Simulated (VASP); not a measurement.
# How biaxial strain in the (111) plane changes Si

Wanted: the response of Si to biaxial strain in the (111) plane, as a table, with a fit that predicts a row left out.

Program: VASP 6.6.1. Level of theory: LDA; plane waves and PAW (Si), in the first sound run; inputs show where later runs differ. Results are calculated unless marked as measured.

Most raw output is cut from this account.

## (1) Starting point

The structure is cubic, space group Fd-3m (No. 227). The conventional cell has a = 5.431 Å, b = 5.431 Å, c = 5.431 Å, α = 90.00°, β = 90.00°, γ = 90.00°. Si has 4 Si at 2.35 Å nearest.

Structure file:

```cif
data_structure
_symmetry_space_group_name_H-M 'P 1'
_symmetry_Int_Tables_number 1
_cell_length_a 3.8403
_cell_length_b 3.8403
_cell_length_c 3.8403
_cell_angle_alpha 60.000
_cell_angle_beta 60.000
_cell_angle_gamma 60.000
_cell_volume 40.05
loop_
_atom_site_label
_atom_site_type_symbol
_atom_site_fract_x
_atom_site_fract_y
_atom_site_fract_z
_atom_site_occupancy
Si1 Si 0.00000 0.00000 0.00000 1
Si2 Si 0.25000 0.25000 0.25000 1
```

## (2) Relax the crystal, LDA

The series starts from the cell that this level prefers, so that zero strain is near zero stress.

This step took 2 runs in a row; the last is shown.

Level: LDA; plane waves and PAW (Si).

Input file INCAR:

```
SYSTEM = Si
PREC = Accurate
ENCUT = 450
EDIFF = 1E-07
NELM = 120
ISMEAR = 0
SIGMA = 0.02
LREAL = .FALSE.
ALGO = Normal
GGA = CA
NBANDS = 10
LORBIT = 11
LWAVE = .FALSE.
LCHARG = .FALSE.
KPAR = 16
IBRION = 2
NSW = 40
ISIF = 3
EDIFFG = -0.005
POTIM = 0.4
```

Input file POSCAR:

```
Si
1.0
    0.0000000000      2.7014008243      2.7014008243
    2.7014008243      0.0000000000      2.7014008243
    2.7014008243      2.7014008243      0.0000000000
Si
2
Direct
    0.0000000000      0.0000000000      0.0000000000
    0.2500000000      0.2500000000      0.2500000000
```

Input file KPOINTS:

```
Automatic mesh
0
Gamma
10 10 10
0 0 0
```

Potentials, in the order of the species: Si (LDA family, release 64).

On the command line:

```bash
$ mpirun -np 16 vasp_std
```

Run time: 7.2 s. Hardware: 16 MPI ranks of AMD EPYC 7R43, shared host; peak memory 1.9 GiB.

Numbers from this step:

```
energy(sigma→0) of the program : -11.9190 eV
stress, compression positive   : 0.00 along [111], 0.00 across it (mean), GPa
volume                         : 39.427 Å³
ionic steps                    : 1
```

## (3) Strain along the normal, LDA

One member in full: the plane is strained by 1 %, and the strain along the normal is moved by secant steps until the normal stress is under 0.012 GPa or five steps are spent; the atoms relax at each step.

Level: LDA; plane waves and PAW (Si).

INCAR: that of step 2 with these lines changed.

```diff
@@ -14,7 +14,7 @@
 LCHARG = .FALSE.
-KPAR = 16
-IBRION = 2
-NSW = 40
-ISIF = 3
-EDIFFG = -0.005
-POTIM = 0.4
+KPAR = 4
+IBRION = 1
+NSW = 25
+ISIF = 2
+EDIFFG = -0.004
+POTIM = 0.3
```

Input file POSCAR:

```
Si
1.0
   -0.0261135410      2.7023012910      2.7023012910
    2.7023012910     -0.0261135410      2.7023012910
    2.7023012910      2.7023012910     -0.0261135410
Si
2
Direct
    0.0000000000      0.0000000000      0.0000000000
    0.2500000000      0.2500000000      0.2500000000
```

KPOINTS is that of step 2.

On the command line:

```bash
$ mpirun -np 4 vasp_std
```

Run time: 55 s. Hardware: 4 MPI ranks; peak memory 0.47 GiB.

This run gave:

| Property | Result |
| --- | --- |
| energy(sigma→0) of the program | -11.9137 eV |
| stress, compression positive | 0.00 along [111], -2.16 across it (mean), GPa |
| ionic steps | 3 |

## (4) Band edges, HSE06

Short lines in KPOINTS_OPT sample the zone centre along and across the normal of the plane, for masses, and the other valleys.

Level: HSE06; plane waves and PAW (Si).

Input file INCAR:

```
SYSTEM = Si
PREC = Accurate
ENCUT = 450
EDIFF = 1E-06
NELM = 100
ISMEAR = 0
SIGMA = 0.02
LREAL = .FALSE.
ALGO = Normal
LHFCALC = .TRUE.
AEXX = 0.25
GGA = PE
HFSCREEN = 0.2
LASPH = .TRUE.
NBANDS = 9
PRECFOCK = Fast
LWAVE = .FALSE.
LCHARG = .FALSE.
KPAR = 4
```

Input file POSCAR:

```
Si
1.0
   -0.0261135410      2.7023012910      2.7023012910
    2.7023012910     -0.0261135410      2.7023012910
    2.7023012910      2.7023012910     -0.0261135410
Si
2
Direct
    0.9993609328      0.9993609328      0.9993609328
    0.2506390672      0.2506390672      0.2506390672
```

Input file KPOINTS:

```
Automatic mesh
0
Gamma
5 5 5
0 0 0
```

Input file KPOINTS_OPT:

```
Line mode
6
Line-mode
Reciprocal
  0.00000000   0.00000000   0.00000000
  0.02471097   0.02471097   0.02471097

  0.00000000   0.00000000   0.00000000
 -0.01535273   0.01535273   0.00000000

  0.31000000   0.31000000   0.00000000
  0.50000000   0.50000000   0.00000000

  0.00000000   0.31000000   0.31000000
  0.00000000   0.50000000   0.50000000

  0.45000000   0.45000000   0.45000000
  0.50000000   0.50000000   0.50000000

  0.45000000   0.00000000   0.00000000
  0.50000000   0.00000000   0.00000000

  0.42500000   0.42500000   0.00000000
  0.42479220   0.44650423   0.02150423

  0.50000000   0.50000000   0.50000000
  0.48464727   0.51535273   0.50000000
```

On the command line:

```bash
$ mpirun -np 4 vasp_std
```

It took 5.9 min on 4 MPI ranks; peak memory 0.89 GiB; 22 min of CPU time.

Numbers from this step:

| Item | Value |
| --- | --- |
| energy(sigma→0) of the program | -12.6122 eV |

## (5) Band edges, LDA

Level: LDA; plane waves and PAW (Si).

Input file INCAR:

```
SYSTEM = Si
PREC = Accurate
ENCUT = 450
EDIFF = 1E-06
NELM = 100
ISMEAR = 0
SIGMA = 0.02
LREAL = .FALSE.
ALGO = Normal
GGA = CA
NBANDS = 9
LWAVE = .FALSE.
LCHARG = .FALSE.
KPAR = 4
```

POSCAR is that of step 4.

Input file KPOINTS:

```
Automatic mesh
0
Gamma
8 8 8
0 0 0
```

KPOINTS_OPT is that of step 4.

On the command line:

```bash
$ mpirun -np 4 vasp_std
```

Run time: 26 s. Hardware: 4 MPI ranks; peak memory 0.45 GiB; 92 s of CPU time.

Numbers from this step:

| Item | Value |
| --- | --- |
| energy(sigma→0) of the program | -11.9102 eV |
| stress, compression positive | 0.01 along [111], -2.15 across it (mean), GPa |

The run ends at a pressure of -1.43 GPa.

## (6) The whole series

LASPH is off in runs at LDA and on in runs at HSE06.

Hybrid runs start from orbitals of a short LDA run, not shown.

Runs beyond LDA use the data sets made with LDA; this shifts their levels slightly, and their total energies have another zero.

The other members went through these steps as far as the tables show, with the same cutoff and, step by step, the same mesh; 32 runs are not shown. The session took 3.2 core hours (wall time by ranks) on a shared machine.

```tsv
in-plane strain (%)	strain along the normal (%)	in-plane stress, tension positive (GPa)	energy above the unstrained row (meV/atom)	gap on the mesh, LDA (eV)
-2.000	0.976	-4.725	11.393	0.251
-1.000	0.475	-2.303	2.819	0.370
-0.500	0.237	-1.135	0.707	0.415
0	0.000	-0.003	0.000	0.453
0.500	-0.225	1.099	0.662	0.420
1.000	-0.450	2.158	2.661	0.387
2.000	-0.876	4.174	10.516	0.321
```

Slopes at zero strain, from cubics through all rows: strain ratio -0.462, stress over strain 223 GPa.

Band edges at HSE06, counted from the valence-band top at Γ, with one row partly withheld:

```tsv
in-plane strain (%)	gap (eV)	conduction band at Γ (eV)	Δ or X valley along z (eV)	Δ or X valley along x (eV)	lowest conduction level at L, [111] (eV)	lowest conduction level at L, [-111] (eV)	second valence level below the top (eV)	third valence level below the top (eV)
-2.000	0.931	2.942	0.926	0.926	2.669	2.213	0.000	0.345
-1.000	1.054	3.175	1.054	1.054	2.502	2.280	0.000	0.159
-0.500	1.104	3.276	1.104	1.104	2.417	2.307	0.000	0.076
0	1.146	3.364	1.146	1.146	2.330	2.330	0.000	0.000
0.500	1.111	3.284	1.111	1.111	?	2.279	0.071	0.071
1.000	1.074	3.207	1.074	1.074	2.019	2.230	0.136	0.136
2.000	1.000	3.068	0.999	0.999	1.728	2.138	0.252	0.252
```

Conduction masses, in electron masses:

```tsv
in-plane strain (%)	L [111] mass, longitudinal	L [111] mass, transverse along [1-10]
-2.000	1.895	0.138
-1.000	1.784	0.135
-0.500	1.801	0.134
0	1.751	0.133
0.500	1.718	0.131
1.000	1.706	0.130
2.000	1.693	0.127
```

Band edges at LDA, counted from the valence-band top at Γ:

```tsv
in-plane strain (%)	gap (eV)	conduction band at Γ (eV)	Δ or X valley along z (eV)	Δ or X valley along x (eV)	lowest conduction level at L, [111] (eV)	lowest conduction level at L, [-111] (eV)	second valence level below the top (eV)	third valence level below the top (eV)
-2.000	0.236	2.122	0.235	0.235	1.800	1.373	0.000	0.325
-1.000	0.354	2.347	0.353	0.353	1.644	1.437	0.000	0.150
-0.500	0.401	2.445	0.401	0.401	1.565	1.462	0.000	0.072
0	0.441	2.530	0.441	0.441	1.484	1.484	0.000	0.000
0.500	0.407	2.455	0.407	0.407	1.337	1.436	0.067	0.067
1.000	0.373	2.384	0.372	0.372	1.195	1.390	0.129	0.129
2.000	0.302	2.254	0.300	0.300	0.924	1.304	0.238	0.238
```

Conduction masses, in electron masses:

```tsv
in-plane strain (%)	L [111] mass, longitudinal	L [111] mass, transverse along [1-10]
-2.000	1.989	0.133
-1.000	1.878	0.130
-0.500	1.865	0.128
0	1.833	0.126
0.500	1.833	0.124
1.000	1.800	0.123
2.000	1.776	0.119
```

## (7) Working out the slope

The quantity to fit is the splitting of the lowest conduction levels at the L points ([111] less [-111]) at HSE06: 0.456, 0.222, 0.110, 0.000, -0.211, -0.410 eV in the rows shown.

Fitting a parabola to the 6 known rows (d: strain along the axis less the strain across it, in %) gives E = 0.001842 d² + 0.1477 d − 9.58e-5 in eV; the residuals are 5.5e-5 eV r.m.s.

At d = -0.725 this predicts -0.1062 eV.

## (8) The withheld row

The calculation gives -0.1062 eV, so the prediction is right to the last digit shown.

The splitting is Ξu times 8/9 of d, with d as a fraction, so the linear term gives Ξu = 16.6 eV.

## (9) Outcome

| Item | Value |
| --- | --- |
| ratio of normal to in-plane strain | -0.462 |
| biaxial modulus | 223 GPa |
| gap of the unstrained cell, HSE06 | 1.15 eV |
| gap of the unstrained cell, LDA | 0.44 eV |
| shear deformation potential Ξu of the lowest conduction levels at L | 16.6 eV |
| error of the predicted row | 0.0 meV |

As a check, the curvature of the energy gives 223 GPa for the same modulus (energy per volume = M × strain²), 0 % from the slope of the stress. At HSE06 the lowest conduction valley is Δ or X throughout, and the gap runs between 0.93 and 1.15 eV. At LDA the lowest conduction valley is Δ or X throughout, and the gap runs between 0.24 and 0.44 eV. Hole masses are left out throughout, since the top bands are degenerate or cross in many series; of conduction masses, those of the Γ, L and (for Si and Ge under (001) strain) Δ valleys are kept where they change by under an eighth between rows. A measured gap of unstrained Si is 1.1 eV (arxiv:1111.5263, band gap, quoted experimental value, temperature not given); the static gaps here belong to the lattice relaxed at LDA. HSE06 ran on a coarser mesh than the semilocal levels. Semilocal gaps are as a rule too small. Spin-orbit coupling is left out at HSE06 and LDA, so the valence splittings there lack it. Δ or X levels are the lowest on their line, refined by a parabola unless they lie at X; the gap is read from all points sampled and can differ from the lowest valley by some meV, or by tens of meV where strain moves the valence top off Γ. Temperature, zero-point motion and excitons are left out.

[Lines on the potential files, build, host, timing and source positions are cut from VASP's logs without a mark.]

[Logs are printed without paths, hosts, clocks, repeated set-up lines and the standing remarks that a program may print on its own settings, such as how far it seeks lower states.]

[Hosts, paths, dates, database ids (printed as entryN), source tags and the programs' standing remarks are cut or masked in the printed files.]

[In band tables of VASP the shares of atoms and orbitals are scaled to a sum of 1 inside the atoms' spheres.]
